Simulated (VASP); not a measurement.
Computed with r2SCAN+rVV10, VASP's PBE PAW potentials (set 64) (plane waves; VASP 6.6.1).

Input for VASP

File KPOINTS:
```
Automatic mesh
0
Gamma
5 5 5
0 0 0
```

File POSCAR:
```
CsPbCl3
1.0
  5.6282896520   0.0000000000   0.0000000000
  0.0000000000   5.6282896520   0.0000000000
  0.0000000000   0.0000000000   5.6282896520
Pb Cl Cs
1 3 1
Direct
  0.5000000000   0.5000000000   0.5000000000
  0.0000000000   0.5000000000   0.5000000000
  0.5000000000   0.0000000000   0.5000000000
  0.5000000000   0.5000000000   0.0000000000
  0.0000000000   0.0000000000   0.0000000000
```

**INCAR**
```
ALGO = Normal
BPARAM = 11.95
CPARAM = 0.0093
CSHIFT = 0.1
EDIFF = 1E-7
ENCUT = 400
ISMEAR = 0
LASPH = .TRUE.
LCHARG = .FALSE.
LMAXMIX = 4
LMIXTAU = .TRUE.
LOPTICS = .TRUE.
LPEAD = .TRUE.
LREAL = .FALSE.
LUSE_VDW = .TRUE.
LWAVE = .FALSE.
METAGGA = R2SCAN
NBANDS = 78
NEDOS = 1001
NELM = 100
PREC = Accurate
SIGMA = 0.01
SYSTEM = CsPbCl3
```

POTCAR, in this order: Pb_d Cl Cs_sv (PBE.64 set). Program: vasp_std.

What VASP printed:

OUTCAR:
```
 ion  position               nearest neighbor table
   1  0.500  0.500  0.500-   2 2.81   3 2.81   4 2.81   4 2.81   3 2.81   2 2.81
   2  0.000  0.500  0.500-   1 2.81   1 2.81
   3  0.500  0.000  0.500-   1 2.81   1 2.81
   4  0.500  0.500  0.000-   1 2.81   1 2.81
   5  0.000  0.000  0.000-
  LATTYP: Found a simple cubic cell.
 ALAT       =     5.6282896520
 Subroutine PRICEL returns:
 Original cell was already a primitive cell.
 Subroutine GETGRP returns: Found 48 space group operations
The static configuration has the point symmetry O_h .
The dynamic configuration has the point symmetry O_h .
 Subroutine INISYM returns: Found 48 space group operations
 Subroutine IBZKPT returns following result:
 Found     10 irreducible k-points:

 Following reciprocal coordinates:
            Coordinates               Weight
  0.000000  0.000000  0.000000      1.000000
  0.200000  0.000000  0.000000      6.000000
  0.400000  0.000000  0.000000      6.000000
  0.200000  0.200000  0.000000     12.000000
  0.400000  0.200000  0.000000     24.000000
  0.400000  0.400000  0.000000     12.000000
  0.200000  0.200000  0.200000      8.000000
  0.400000  0.200000  0.200000     24.000000
  0.400000  0.400000  0.200000     24.000000
  0.400000  0.400000  0.400000      8.000000
 Subroutine IBZKPT_HF returns following result:
   k-points           NKPTS =     10   k-points in BZ     NKDIM =     10   number of bands    NBANDS=     78
   number of dos      NEDOS =   1001   number of ions     NIONS =      5
   total plane-waves  NPLWV =  64000
   dimension x,y,z NGX =    40 NGY =   40 NGZ =   40
   dimension x,y,z NGXF=    80 NGYF=   80 NGZF=   80
   ions per type =               1   3   1
   PREC   = accura    normal or accurate (medium, high low for compatibility)
   ISTART =      0    job   : 0-new  1-cont  2-samecut
   ICHARG =      2    charge: 1-file 2-atom 10-const
   ISPIN  =      1    spin polarized calculation?
   LNONCOLLINEAR =      F non collinear calculations
   LSORBIT =      F    spin-orbit coupling
   INIWAV =      1    electr: 0-lowe 1-rand  2-diag
   ENCUT  =  400.0 eV  29.40 Ry    5.42 a.u.   9.18  9.18  9.18*2*pi/ulx,y,z
   NELM   =    100;   NELMIN=  2; NELMDL= -5     # of ELM steps
   EDIFF  = 0.1E-06   stopping-criterion for ELM
   LREAL  =      F    real-space projection
   NLSPLINE    = F    spline interpolate recip. space projectors
   LMAXMIX     =    4 max onsite mixed and CHGCAR
   VOSKOWN=      0    Vosko Wilk Nusair interpolation
   EDIFFG = 0.1E-05   stopping-criterion for IOM
   NSW    =      0    number of steps for IOM
   NBLOCK =      1;   KBLOCK =      1    inner block; outer block
   IBRION =     -1    ionic relax: 0-MD 1-quasi-New 2-CG
   NFREE  =      0    steps in history (QN), initial steepest desc. (CG)
   ISIF   =      2    stress and relaxation
   ISYM   =      2    0-nonsym 1-usesym 2-fastsym
   TEIN   =    0.0    initial temperature
   TEBEG  =    0.0;   TEEND  =   0.0 temperature during run
   SMASS  =  -3.00    Nose mass-parameter (am)
   PSTRESS=    0.0 pullay stress
   NELECT =      44.0000    total number of electrons
   EFERMI =   0.00;   METHOD = LEGACY
   ISMEAR =     0;   SIGMA  =   0.01  broadening in eV -4-tet -1-fermi 0-gaus
   IALGO  =     38    algorithm
   LDIAG  =      T    sub-space diagonalisation (order eigenvalues)
   IMIX   =      4    mixing-type and parameters
     AMIX     =   0.40;   BMIX     =  1.00
     AMIX_MAG =   1.60;   BMIX_MAG =  1.00
     AMIN     =   0.10
   METAGGA = R2SCAN    functional components
   VOSKOWN =     0    Vosko Wilk Nusair interpolation
   LHFCALC =     F    Hartree Fock is set to
   LHFONE  =     F    Hartree Fock one center treatment
   AEXX    =    0.0000 exact exchange contribution
...
```

File OSZICAR:
```
       N       E                     dE             d eps       ncg     rms          rms(c)
DAV:   1     0.251911434481E+03    0.25191E+03   -0.14051E+04  1560   0.433E+02
DAV:   2    -0.750858802983E+02   -0.32700E+03   -0.29552E+03  1704   0.137E+02
DAV:   3    -0.116818402921E+03   -0.41733E+02   -0.40424E+02  1868   0.559E+01
DAV:   4    -0.117950157318E+03   -0.11318E+01   -0.11291E+01  1936   0.987E+00
DAV:   5    -0.117977808380E+03   -0.27651E-01   -0.27646E-01  2040   0.161E+00    0.543E+00
DAV:   6    -0.110692528663E+03    0.72853E+01   -0.19066E+00  2058   0.997E+00    0.427E+00
DAV:   7    -0.105215607492E+03    0.54769E+01   -0.79538E-01  1744   0.285E+00    0.205E+00
DAV:   8    -0.106604337400E+03   -0.13887E+01   -0.51283E-01  1790   0.235E+00    0.114E+00
DAV:   9    -0.106392483152E+03    0.21185E+00   -0.34136E-01  1578   0.190E+00    0.116E+00
DAV:  10    -0.106691345128E+03   -0.29886E+00   -0.17823E-01  1604   0.148E+00    0.282E-01
DAV:  11    -0.106672057400E+03    0.19288E-01   -0.16711E-01  1652   0.128E+00    0.430E-01
DAV:  12    -0.106687175679E+03   -0.15118E-01   -0.13397E-02  1642   0.354E-01    0.440E-01
DAV:  13    -0.106686729650E+03    0.44603E-03   -0.41036E-04  1948   0.103E-01    0.251E-01
DAV:  14    -0.106688561386E+03   -0.18317E-02   -0.69543E-03  1678   0.318E-01    0.129E-01
DAV:  15    -0.106691160225E+03   -0.25988E-02   -0.55062E-04  1714   0.625E-02    0.131E-01
DAV:  16    -0.106692304325E+03   -0.11441E-02   -0.17227E-04  1676   0.488E-02    0.372E-02
DAV:  17    -0.106692981803E+03   -0.67748E-03   -0.35069E-04  1688   0.706E-02    0.446E-02
DAV:  18    -0.106693033030E+03   -0.51227E-04   -0.19639E-05  1826   0.144E-02    0.425E-02
DAV:  19    -0.106693034865E+03   -0.18345E-05   -0.21996E-06  2108   0.636E-03    0.254E-02
DAV:  20    -0.106693040479E+03   -0.56142E-05   -0.65496E-06  1706   0.114E-02    0.356E-03
DAV:  21    -0.106693045627E+03   -0.51476E-05   -0.21985E-06  1674   0.467E-03    0.450E-03
DAV:  22    -0.106693045628E+03   -0.16457E-08   -0.12158E-07  1712   0.135E-03
   1 F= -.10669305E+03 E0= -.10669305E+03  d E =-.221213E-28
 imaginary and real dielectric function
```

OUTCAR:
```
------------------------ aborting loop because EDIFF is reached ----------------------------------------
  FORCE on cell =-STRESS in cart. coord.  units (eV):
  Direction    XX          YY          ZZ          XY          YZ          ZX
  --------------------------------------------------------------------------------------
  Total       -0.0724761     -0.0724761     -0.0724761     -0.0000000     -0.0000000     -0.0000000
  in kB       -0.6512927     -0.6512927     -0.6512927     -0.0000000     -0.0000000     -0.0000000
  external PRESSURE =      -0.6512927 kB  Pullay stress =       0.0000000 kB
  volume of cell :      178.29
      direct lattice vectors                 reciprocal lattice vectors
     5.628289652  0.000000000  0.000000000     0.177673869  0.000000000  0.000000000
     0.000000000  5.628289652  0.000000000     0.000000000  0.177673869  0.000000000
     0.000000000  0.000000000  5.628289652     0.000000000  0.000000000  0.177673869
 POSITION                                       TOTAL-FORCE (eV/Angst)
 -----------------------------------------------------------------------------------
      2.81414      2.81414      2.81414         0.000000      0.000000      0.000000
      0.00000      2.81414      2.81414         0.000000      0.000000      0.000000
      2.81414      0.00000      2.81414         0.000000      0.000000      0.000000
      2.81414      2.81414      0.00000         0.000000      0.000000      0.000000
      0.00000      0.00000      0.00000         0.000000      0.000000      0.000000
 -----------------------------------------------------------------------------------
    total drift:                                0.000000      0.000000     -0.000000
  FREE ENERGIE OF THE ION-ELECTRON SYSTEM (eV)
  ---------------------------------------------------
  free  energy   TOTEN  =      -106.6930456283 eV

  energy  without entropy=     -106.6930456283  energy(sigma->0) =     -106.69304563

 plasma frequency squared (from intraband transitions) (eV^2)
  --------------------------------------------------------------------------------------
       0.000       0.000       0.000
       0.000       0.000       0.000
       0.000       0.000       0.000

 plasma frequency squared (from interband transitions, int dw w eps(2)(w)) (eV^2)
  --------------------------------------------------------------------------------------
     281.417       0.000      -0.000       0.000      -0.000       0.000
      -0.000      -0.000     281.417       0.000       0.000       0.000
      -0.000      -0.000       0.000      -0.000     281.417       0.000
```
(Selected blocks of OUTCAR.)

The structure comes from a measured CsPbCl3 entry (Pm-3m) of the Crystallography Open Database, whose conditions weren't checked. It was relaxed first.
